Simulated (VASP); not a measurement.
Computed with r2SCAN meta-GGA, VASP's PBE PAW potentials (set 64) (plane waves; VASP).

The input files of a VASP run:

File POSCAR:
```
BN
1
    0.0000000000     1.8130000000     1.8130000000
    1.8130000000     0.0000000000     1.8130000000
    1.8130000000     1.8130000000     0.0000000000
B N
1 1
Direct
  0.0000000000   0.0000000000   0.0000000000
  0.7500000000   0.7500000000   0.7500000000
```

### INCAR
```
METAGGA=R2SCAN
LREAL=.FALSE.
LCHARG=.FALSE.
EDIFF=1E-6
ISIF=3   # ions, shape and volume
ALGO=Normal
NSW=60   # most ionic steps
SYSTEM=BN
ENCUT=520   # plane-wave cut-off (eV)
LWAVE=.FALSE.
IBRION=2   # conjugate gradients
LMIXTAU=.TRUE.
ISMEAR=0   # Gaussian
PREC=Accurate
NELM=100   # most electronic steps
LASPH=.TRUE.   # aspherical one-centre terms
EDIFFG=-0.01   # ionic stop
SIGMA=0.05
```

File KPOINTS:
```
Automatic mesh
0
Gamma
11 11 11
0 0 0
```

POTCAR, in this order: B N (PBE.64 set). Program: vasp_std.

The run wrote:

**OUTCAR**
```
 ion  position               nearest neighbor table
   1  0.000  0.000  0.000-   2 1.57   2 1.57   2 1.57   2 1.57
   2  0.750  0.750  0.750-   1 1.57   1 1.57   1 1.57   1 1.57
  LATTYP: Found a face centered cubic cell.
 ALAT       =     3.6260000000
 Subroutine PRICEL returns:
 Original cell was already a primitive cell.
 Subroutine GETGRP returns: Found 24 space group operations
The static configuration has the point symmetry T_d .
The dynamic configuration has the point symmetry T_d .
 Subroutine INISYM returns: Found 24 space group operations
 Subroutine IBZKPT returns following result:
 Found     56 irreducible k-points:

 Following reciprocal coordinates:
            Coordinates               Weight
  0.000000  0.000000  0.000000      1.000000
  0.090909  0.000000  0.000000      8.000000
  0.181818  0.000000  0.000000      8.000000
  0.272727  0.000000  0.000000      8.000000
  0.363636  0.000000  0.000000      8.000000
  0.454545  0.000000  0.000000      8.000000
  0.090909  0.090909  0.000000      6.000000
  0.181818  0.090909  0.000000     24.000000
  0.272727  0.090909  0.000000     24.000000
  0.363636  0.090909  0.000000     24.000000
  0.454545  0.090909  0.000000     24.000000
 -0.454545  0.090909  0.000000     24.000000
 -0.363636  0.090909  0.000000     24.000000
 -0.272727  0.090909  0.000000     24.000000
 -0.181818  0.090909  0.000000     24.000000
 -0.090909  0.090909  0.000000     12.000000
  0.181818  0.181818  0.000000      6.000000
  0.272727  0.181818  0.000000     24.000000
  0.363636  0.181818  0.000000     24.000000
  0.454545  0.181818  0.000000     24.000000
 -0.454545  0.181818  0.000000     24.000000
 -0.363636  0.181818  0.000000     24.000000
 -0.272727  0.181818  0.000000     24.000000
 -0.181818  0.181818  0.000000     12.000000
  0.272727  0.272727  0.000000      6.000000
  0.363636  0.272727  0.000000     24.000000
  0.454545  0.272727  0.000000     24.000000
 -0.454545  0.272727  0.000000     24.000000
 -0.363636  0.272727  0.000000     24.000000
 -0.272727  0.272727  0.000000     12.000000
  0.363636  0.363636  0.000000      6.000000
  0.454545  0.363636  0.000000     24.000000
 -0.454545  0.363636  0.000000     24.000000
 -0.363636  0.363636  0.000000     12.000000
  0.454545  0.454545  0.000000      6.000000
 -0.454545  0.454545  0.000000     12.000000
  0.272727  0.181818  0.090909     24.000000
  0.363636  0.181818  0.090909     48.000000
  0.454545  0.181818  0.090909     48.000000
 -0.454545  0.181818  0.090909     48.000000
   k-points           NKPTS =     56   k-points in BZ     NKDIM =     56   number of bands    NBANDS=      8
   number of dos      NEDOS =    301   number of ions     NIONS =      2
   total plane-waves  NPLWV =   8000
   dimension x,y,z NGX =    20 NGY =   20 NGZ =   20
   dimension x,y,z NGXF=    40 NGYF=   40 NGZF=   40
   ions per type =               1   1
   PREC   = accura    normal or accurate (medium, high low for compatibility)
   ISTART =      0    job   : 0-new  1-cont  2-samecut
   ICHARG =      2    charge: 1-file 2-atom 10-const
   ISPIN  =      1    spin polarized calculation?
   LNONCOLLINEAR =      F non collinear calculations
   LSORBIT =      F    spin-orbit coupling
   INIWAV =      1    electr: 0-lowe 1-rand  2-diag
   ENCUT  =  520.0 eV  38.22 Ry    6.18 a.u.   4.77  4.77  4.77*2*pi/ulx,y,z
   NELM   =    100;   NELMIN=  2; NELMDL= -5     # of ELM steps
   EDIFF  = 0.1E-05   stopping-criterion for ELM
   LREAL  =      F    real-space projection
   NLSPLINE    = F    spline interpolate recip. space projectors
   LMAXMIX     =    2 max onsite mixed and CHGCAR
...
```

File OSZICAR:
```
       N       E                     dE             d eps       ncg     rms          rms(c)
DAV:   1     0.519921940515E+01    0.51992E+01   -0.54164E+03   936   0.101E+03
DAV:   2    -0.222176874826E+02   -0.27417E+02   -0.26233E+02  1280   0.179E+02
DAV:   3    -0.224062376225E+02   -0.18855E+00   -0.18855E+00  1000   0.181E+01
DAV:   4    -0.224064066312E+02   -0.16901E-03   -0.16901E-03  1288   0.496E-01
DAV:   5    -0.224064066764E+02   -0.45248E-07   -0.45248E-07   944   0.583E-03    0.656E+00
DAV:   6    -0.189025572602E+02    0.35038E+01   -0.17918E+00  1240   0.110E+01    0.397E+00
DAV:   7    -0.194437033886E+02   -0.54115E+00   -0.12107E+00   992   0.877E+00    0.164E+00
DAV:   8    -0.181293349402E+02    0.13144E+01   -0.98659E-01   912   0.822E+00    0.175E+00
DAV:   9    -0.191676823348E+02   -0.10383E+01   -0.22458E-01   928   0.494E+00    0.430E-01
DAV:  10    -0.191720916973E+02   -0.44094E-02   -0.56542E-02  1152   0.206E+00    0.149E-01
DAV:  11    -0.191673372664E+02    0.47544E-02   -0.42786E-03   896   0.933E-01    0.708E-02
DAV:  12    -0.191706610381E+02   -0.33238E-02   -0.16442E-03   896   0.523E-01    0.239E-02
DAV:  13    -0.191704349738E+02    0.22606E-03   -0.82037E-05   960   0.943E-02    0.928E-03
DAV:  14    -0.191704764023E+02   -0.41428E-04   -0.65928E-06   960   0.333E-02    0.619E-03
DAV:  15    -0.191704691139E+02    0.72884E-05   -0.23823E-06   936   0.203E-02    0.178E-03
DAV:  16    -0.191704728001E+02   -0.36863E-05   -0.39032E-07   448   0.732E-03    0.848E-04
DAV:  17    -0.191704709610E+02    0.18392E-05   -0.78928E-08   448   0.325E-03    0.744E-04
DAV:  18    -0.191704720948E+02   -0.11339E-05   -0.34200E-08   448   0.210E-03    0.278E-04
DAV:  19    -0.191704720388E+02    0.55994E-07   -0.29970E-09   448   0.585E-04
   1 F= -.19170472E+02 E0= -.19170472E+02  d E =-.191705E+02
       N       E                     dE             d eps       ncg     rms          rms(c)
DAV:   1    -0.191767994183E+02   -0.63273E-02   -0.25114E-01   968   0.521E+00    0.624E-01
DAV:   2    -0.191694651041E+02    0.73343E-02   -0.38406E-02  1088   0.158E+00    0.185E-01
DAV:   3    -0.191700192720E+02   -0.55417E-03   -0.17066E-03   984   0.511E-01    0.737E-02
DAV:   4    -0.191695725893E+02    0.44668E-03   -0.97090E-04   896   0.299E-01    0.320E-02
DAV:   5    -0.191701894276E+02   -0.61684E-03   -0.47303E-04   896   0.224E-01    0.108E-02
DAV:   6    -0.191701409444E+02    0.48483E-04   -0.26280E-05   896   0.654E-02    0.657E-03
DAV:   7    -0.191701838613E+02   -0.42917E-04   -0.48980E-06   896   0.273E-02    0.341E-03
DAV:   8    -0.191701809545E+02    0.29069E-05   -0.11923E-06   544   0.113E-02    0.568E-04
DAV:   9    -0.191701822680E+02   -0.13135E-05   -0.11450E-07   448   0.339E-03    0.127E-04
DAV:  10    -0.191701813655E+02    0.90245E-06   -0.80734E-09   448   0.135E-03
   2 F= -.19170181E+02 E0= -.19170181E+02  d E =0.290673E-03
       N       E                     dE             d eps       ncg     rms          rms(c)
DAV:   1    -0.191738396313E+02   -0.36574E-02   -0.67362E-02   944   0.268E+00    0.323E-01
DAV:   2    -0.191719380512E+02    0.19016E-02   -0.10560E-02  1080   0.823E-01    0.953E-02
DAV:   3    -0.191720071500E+02   -0.69099E-04   -0.47447E-04   968   0.268E-01    0.381E-02
DAV:   4    -0.191720103157E+02   -0.31657E-05   -0.26666E-04   896   0.157E-01    0.164E-02
DAV:   5    -0.191720608523E+02   -0.50537E-04   -0.12841E-04   896   0.117E-01    0.548E-03
DAV:   6    -0.191721158053E+02   -0.54953E-04   -0.67891E-06   896   0.338E-02    0.340E-03
DAV:   7    -0.191720979540E+02    0.17851E-04   -0.13536E-06   688   0.144E-02    0.168E-03
DAV:   8    -0.191721007928E+02   -0.28388E-05   -0.31442E-07   448   0.567E-03    0.284E-04
DAV:   9    -0.191721002014E+02    0.59135E-06   -0.32021E-08   448   0.178E-03
   3 F= -.19172100E+02 E0= -.19172100E+02  d E =-.162816E-02
```

**OUTCAR**
```
------------------------ aborting loop because EDIFF is reached ----------------------------------------
  FORCE on cell =-STRESS in cart. coord.  units (eV):
  Direction    XX          YY          ZZ          XY          YZ          ZX
  --------------------------------------------------------------------------------------
  Total        0.0002734      0.0002734      0.0002734      0.0000000     -0.0000000      0.0000000
  in kB        0.0371486      0.0371486      0.0371486      0.0000000     -0.0000000      0.0000000
  external PRESSURE =       0.0371486 kB  Pullay stress =       0.0000000 kB
  volume of cell :       11.79
      direct lattice vectors                 reciprocal lattice vectors
    -0.000000000  1.806589333  1.806589333    -0.276764614  0.276764614  0.276764614
     1.806589333  0.000000000  1.806589333     0.276764614 -0.276764614  0.276764614
     1.806589333  1.806589333  0.000000000     0.276764614  0.276764614 -0.276764614
  FREE ENERGIE OF THE ION-ELECTRON SYSTEM (eV)
  ---------------------------------------------------
  free  energy   TOTEN  =       -19.1721002014 eV

  energy  without entropy=      -19.1721002014  energy(sigma->0) =      -19.17210020

 reached required accuracy - stopping structural energy minimisation
```
(Selected blocks of OUTCAR.)

CONTCAR:
```
BN
   1.00000000000000
    -0.0000000000000000    1.8065893334174838    1.8065893334174838
     1.8065893334174838    0.0000000000000000    1.8065893334174838
     1.8065893334174838    1.8065893334174838    0.0000000000000000
  B               N
     1     1
Direct
     0.0000000000000000    0.0000000000000000    0.0000000000000000
     0.7500000000000000    0.7500000000000000    0.7500000000000000
```

The structure comes from a computed database's BN entry (F-43m); how it stands against other phases isn't given here. This run relaxes it. Symmetry was kept, so distortions that lower it aren't found.
